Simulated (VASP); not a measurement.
Energy against volume of PbO2 (rutile). Level of theory: PBE GGA with D3 dispersion (Becke-Johnson damping), VASP's PBE PAW potentials (set 64) (plane waves; VASP). Numerical set-up: 520 eV cut-off, 5×5×7 Γ-centred mesh, Gaussian smearing of 0.050 eV, potentials Pb_d O.

Shape and ions are relaxed at each volume.

| V (Å³/atom) | E (eV/atom) |
|---|---|
| 14.070 | -5.50956 |
| 14.506 | -5.51556 |
| 14.941 | -5.51196 |
| 15.376 | -5.50063 |

**Question.** Fit these four points and predict the energy of the run at 13.635 Å³/atom.

**Answer.** A cubic in V^(−2/3), the third-order Birch-Murnaghan form, passes through the four points with V0 = 14.55 Å³/atom and B0 = 115 GPa, and gives -5.4918 eV/atom there. The run gave -5.4918 eV/atom, -0.0 meV/atom from the fit; all five points give B0 = 115 GPa.

The compound is PbO2 in the rutile structure. It was relaxed first.
